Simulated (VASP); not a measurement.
Here is the system:

```xyz
6
Lattice="0.0000 4.0652 4.0652 4.0652 0.0000 4.0652 4.0652 4.0652 0.0000" Properties=species:S:1:pos:R:3 pbc="T T T"
Al     5.0816     5.0816     5.0816
Al     5.0816     3.0489     3.0489
Al     3.0489     3.0489     5.0816
Al     3.0489     5.0816     3.0489
Eu     0.0000     0.0000     0.0000
Eu     2.0326     2.0326     2.0326
```
Starting moments (μB, in the order of the record's atoms Al Al Al Al Eu Eu): 0.0 0.0 0.0 0.0 7.0 7.0.

Computed with PBEsol GGA, VASP's PBE PAW potentials (set 64) (plane waves; VASP). Settings: 300 eV cut-off, 5×5×5 Γ-centred mesh, Gaussian smearing of 0.20 eV, potentials Al Eu.

At this cut-off the stress carries a Pulay error, which pulls relaxed volumes low.

Problem. Give the stress tensor in GPa (positive for a compressed cell).

Solution. 
```
-4.35   0.00   0.00
 0.00  -4.35   0.00
 0.00   0.00  -4.35
```
The pressure is its mean diagonal, -4.35 GPa.

The structure comes from a measured EuAl2 entry of the Crystallography Open Database, whose conditions weren't checked. The cell was not relaxed at this level.
